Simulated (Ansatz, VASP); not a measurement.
## RbRe in VASP and in Ansatz

```
Rb Re
1.0
     3.72262    0.00000    0.00000
     0.00000    3.72262    0.00000
     0.00000    0.00000    3.72262
Rb Re
1 1
Direct
  0.50000 0.50000 0.50000
  0.00000 0.00000 0.00000
```

Alike in both runs: task relaxation of cell and atoms; functional PBE; k mesh 6 × 6 × 6; occupations gaussian, width 0.1 eV; no spin polarisation.

```csv
,VASP,Ansatz
version,VASP 6.6.1,Ansatz 0.2.0
potentials or method,"VASP PAW PBE potentials, release 64 (Rb_sv, Re)","scalar-relativistic, plane waves, PAW"
plane-wave cutoff (eV),600,420
valence electrons in the cell,16,24
```

Ansatz gave:

```
gap on the k mesh at the Fermi level, each at its own relaxed structure (eV) : none
relaxed volume (Å³/atom)                                                     : 26.13
relaxed cell length with the largest relative difference (Å)                 : 3.739
energy change over the relaxation (meV/atom)                                 : -1
```

What did VASP give for the same quantities?

gap on the k mesh at the Fermi level, each at its own relaxed structure (eV): none; relaxed volume (Å³/atom): 26.50; relaxed cell length with the largest relative difference (Å): 3.756; energy change over the relaxation (meV/atom): -2.

A gap of «none» marks a metal or a gap that the smearing closes. The two sets of potentials don't hold the same shells in valence.

Spin-orbit coupling is left out, which matters for the levels of Re.
